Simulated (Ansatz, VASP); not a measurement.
# TiC in two plane-wave programs

Aim: how closely do two programs agree when they are given the same cell, functional and k mesh? The cell is generated by rule, not measured, and may not be a known phase. The cell is taken from a series of runs on this material, whose earlier steps may have relaxed, scaled, displaced or heated it; both programs get it as it stands.

Program: Ansatz 0.2.0. Level of theory: plane waves, with VASP 6.6.1 beside it; zone-centre phonons at PBEsol. Results are calculated unless marked as measured.

The structure was built from a prototype and need not be the compound's stable phase.

## (1) Starting point

The structure is hexagonal, space group P6_3/mmc (No. 194). Conventional cell: a = 3.012 Å, b = 3.012 Å, c = 5.341 Å, α = 90.00°, β = 90.00°, γ = 120.00°. Nearest to Ti lie 6 C at 2.19 Å. Nearest to C lie 6 Ti at 2.19 Å. Farther neighbours are not listed.

## (2) Ansatz: zone-centre phonons, PBEsol

Ansatz runs on its default PAW (the set named soft_2) files.

Second derivatives magnify differences that forces hide, and they need a tight electronic threshold.

input.yaml

```yaml
crystal:
  lattice:
    - [3.0119863284, 3.0111e-06, 0.0]
    - [-1.5059957719, 2.6084551707, 0.0]
    - [0.0, 0.0, 5.3405188947]
  atoms:
    - { symbol: Ti, position: [0.0, 0.0, 0.0] }
    - { symbol: Ti, position: [0.0, 0.0, 0.5] }
    - { symbol: C, position: [0.3333333333, 0.6666666667, 0.25] }
    - { symbol: C, position: [0.6666666667, 0.3333333333, 0.75] }
kpoints:
  mp_grid: { grid: [15, 15, 8] }
hamiltonian:
  xc: pbesol
scf:
  occupations: { method: methfessel_paxton, width: 0.15 }
output:
  eigenvalues: true
phonons:
  method: dfpt
```

On the command line:

```
$ ansatz run input.yaml --threads 4 --pin off --max-ram 7168MiB --backend cpu --events-out ev --progress --plain --runs-dir out
```

Numbers of over 12 decimals in the logs are rounded to 6 here.

The program printed:

```text
Engine: ansatz 0.2.0, aarch64-unknown-linux-gnu
Pseudopotentials: kind: paw
Pseudopotential: Ti, paw, valence charge 12, recommended cutoff 420 eV (normal), Ti.paw.azcp
Pseudopotential: C, paw, valence charge 4, recommended cutoff 420 eV (normal), C.paw.azcp
Functional definition: PBEsol
  exchange = pbesol_x
  correlation = pbesol_c
Crystal: 4 atoms, lattice volume = 41.959 Å³
Basis set: ecut = 420 eV, 809 PW (Γ), exchange–correlation on 48×48×72 points (8 copies of the dense FFT grid, shifted against one another)
Bands: 20, of which v1, the nominal top of the filled ones, is band 16 counted from 1 (15 counted from 0)
Symmetry: 24 space group operations
k-points: 488 of 1800 (irreducible under 2 space group operations, time reversal used)
Non-local potential: Ti, projectors of the file, l = 0: 3, l = 1: 2, l = 2: 3, l = 3: 1
Non-local potential: C, projectors of the file, l = 0: 2, l = 1: 2, l = 2: 1
PAW form: soft (Blöchl's): semilocal exchange-correlation on the pseudo side does not see the compensation charge
PAW frozen core: Ti, regenerated for the run's functional, and the local potential with it (the file was generated under x = pbe(κ = 0.804, μ = 0.219515), c = pbe(β = 0.066725))
PAW frozen core: C, regenerated for the run's functional, and the local potential with it (the file was generated under x = pbe(κ = 0.804, μ = 0.219515), c = pbe(β = 0.066725))
PAW one-centre angular grid: Ti, 590 points (default); XC on 64 Gauss nodes
PAW one-centre angular grid: C, 110 points (default); XC on 64 Gauss nodes
Initial density: superposition of atomic densities (neutral atoms: chi_scale 0, normalization atom), corrected by the library's trained network
Initial wavefunctions: pseudopotential atomic-orbital guess
Functional: x = pbesol(κ = 0.804, μ = 0.123457), c = pbesol(β = 0.046)
SCF iter   1: F=—  HF=-5442.992781 eV  |F-HF|=—  |Δ(HF+E_count)|=         —  Δρ=1.17e-2  dr2=5.81e-2  ethr=1.77e-3  ⟨swp⟩=4.8  Hψ=37897  notcnv=0
preconditioner: auto → Kerker (q_TF=auto, 2.608 Å⁻¹)  [metal: Δε(μ)=0.022 eV  Ē_g=6.096 eV  σ=0.150 eV  W_gap=0.12  n_scr=10 (ndim 8)  ℏωp=22.9 eV  f_vac=0.000  D(μ)=0.84/eV (n_scr^D=2)]
SCF iter   2: F=—  HF=-5442.980560 eV  |F-HF|=—  |Δ(HF+E_count)|=   1.22e-2  S|Δr|=    0.00e0  Δρ=4.94e-3  dr2=8.39e-3  ethr=1.82e-4  ⟨swp⟩=1.0  Hψ=13664  notcnv=0
SCF iter   3: F=—  HF=-5442.978358 eV  |F-HF|=—  |Δ(HF+E_count)|=   2.20e-3  S|Δr|=    0.00e0  Δρ=8.50e-4  dr2=1.79e-4  ethr=2.62e-5  ⟨swp⟩=2.0  Hψ=13638  notcnv=0
SCF iter   4: F=—  HF=-5442.978352 eV  |F-HF|=—  |Δ(HF+E_count)|=   6.19e-6  S|Δr|=    0.00e0  Δρ=2.16e-4  dr2=1.50e-5  ethr=5.61e-7  ⟨swp⟩=2.8  Hψ=15848  notcnv=0
SCF iter   5: F=—  HF=-5442.978349 eV  |F-HF|=—  |Δ(HF+E_count)|=   2.84e-6  S|Δr|=    0.00e0  Δρ=3.90e-5  dr2=7.84e-7  ethr=4.70e-8  ⟨swp⟩=2.5  Hψ=14231  notcnv=0
SCF iter   6: F=—  HF=-5442.978348 eV  |F-HF|=—  |Δ(HF+E_count)|=   8.35e-7  S|Δr|=    0.00e0  Δρ=9.86e-6  dr2=5.20e-8  ethr=2.45e-9  ⟨swp⟩=2.0  Hψ=13670  notcnv=0
SCF iter   7: F=—  HF=-5442.978348 eV  |F-HF|=—  |Δ(HF+E_count)|=   6.70e-9  S|Δr|=    0.00e0  Δρ=1.28e-6  dr2=5.79e-10  ethr=1.63e-10  ⟨swp⟩=2.0  Hψ=13620  notcnv=0
SCF iter   8: F=—  HF=-5442.978348 eV  |F-HF|=—  |Δ(HF+E_count)|=  6.37e-11  S|Δr|=    0.00e0  Δρ=2.21e-7  dr2=1.58e-11  ethr=1.81e-12  ⟨swp⟩=2.9  Hψ=17355  notcnv=0
SCF iter   9: F=-5442.978348 eV  HF=-5442.978348 eV  |F-HF|=1.82e-12  |Δ(HF+E_count)|=  1.82e-12  S|Δr|=    0.00e0  Δρ=3.79e-8  dr2=3.36e-13  ethr=1.00e-12  ⟨swp⟩=4.2  Hψ=35630  notcnv=0
SCF 1 converged in 9 iterations: F = -5442.978348 eV  dr2 = 3.36e-13
  greatest PAW one-centre occupation: 0.999 electrons in one spin orbital (limit 2), on the Ti atom at site 1 (counted from 0), in its partial waves of l = 0
DFPT response loops at Γ: preconditioner auto → Kerker (q_TF=auto, 2.608 Å⁻¹) (partly filled bands, converged f_vac=0.000); β = 1.00, the filter's whole step (`scf.mixing.beta` (0.50) is not read by the response loops under this deck's `scf.mixing.preconditioner`; to damp them name `kerker` or `kerker_dos`, under which they read `scf.mixing.beta`, and type it under 1.00, their step now; both keys bind the ground state too); Broyden in place of MSR1
SCF converged after 9 iterations
Stability not checked: this state was not tested for a lower state beside it, because cold or Methfessel-Paxton smearing, or corrected tetrahedra, fill the levels in a way that the test cannot read (fill_not_monotonic; see scf.lower_state_search)
Free energy (F): -5442.978348 eV
Harris-Foulkes:  -5442.978348 eV  (|F-HF|=1.82e-12)
Internal energy: -5442.979024 eV  (E = F + TS)
E sigma→0 (E₀):  -5442.978517 eV
Entropy (-TS):   0.000676 eV (0.169 meV/atom)
Fermi energy:    13.898280 eV
--- Per-component energies (eV) ---
  E_band       = -238.542406
  E_kinetic    = 722.667010
  E_local      = -1630.136858  (includes V_loc(G=0)·N_el)
  E_nonlocal   = 67.036557
  E_hartree    = 658.725850
  E_xc         = -291.730530
  E_vxc        = -365.620336  (∫ρ·V_xc dr)
  E_paw        = -2232.542205  (= ΣΔE_a)
  E_vpaw       = -349.940694  (= ΣTr[D̂ρ^β])
  E_aug_tail   = 0.000233  (compensation charges beyond the density's cutoff)
  E_ewald      = -2737.320050
  E_core_change = 0.320970  (= ΣΔE_core)
  E_smearing   = 0.000676  (= −TS)
  E_closure    = 0.000000  (closes the sum)
  Σ components = -5442.978348   (vs F -5442.978348, Δ=0.00e0)
--- Band table (eV; the first three rows and the last of 488) ---
  k-point 0: bands = [... 12 lower, 11.6999, 12.7743, 15.0919, 15.0919, 15.0993, 15.0993, 15.2401, 16.0509]
  k-point 1: bands = [... 12 lower, 11.7695, 12.6815, 14.6772, 14.6772, 15.1442, 15.1442, 15.2765, 16.2940]
  k-point 2: bands = [... 12 lower, 11.9764, 12.3611, 13.9973, 13.9973, 15.2962, 15.2962, 15.4558, 16.3409]
  k-point 487: bands = [... 12 lower, 11.0715, 11.5060, 11.7010, 12.9714, 14.8258, 15.7235, 16.2740, 17.3624]
--- Phonons (Γ-DFPT): 4 representative perturbations + reference, on 488 of 1800 k-points (Σ response iterations 12) ---
  k mesh reduced under 2 symmetry operations, with k and −k counted as one. Each operation leaves every solved perturbation unchanged. A smaller set is not used because it would not reduce the number of displacements times k-points to solve
  ASR residual: 9.904e-6 → 0.000e0 eV/Å²; symmetrization residual: 1.205e-4 eV/Å²
  ASR residual per site (eV/Å²): 9.90e-6 9.90e-6 2.37e-6 2.37e-6
  Γ frequencies (cm⁻¹): 0.00 0.00 0.00 130.33 130.33 222.03 222.03 422.36 422.36 456.88 543.17 689.25
  non-analytic LO–TO correction: not included (Born effective charges unavailable; polar crystals: no LO–TO splitting at Γ)
```

In the SCF lines HF is the Harris–Foulkes energy and dr2 the Hartree energy of the density residual, in eV; the loop may stop once dr2 is under the threshold and the program's other checks hold. Hψ counts applications of the Hamiltonian.

[end of part 1 of 3]

[Lines on the potential files, build, host, timing and source positions are cut from VASP's logs without a mark.]

[Logs are printed without paths, hosts, clocks, repeated set-up lines and the standing remarks that a program may print on its own settings, such as how far it seeks lower states.]

[Hosts, paths, dates, database ids (printed as entryN), source tags and the programs' standing remarks are cut or masked in the printed files.]
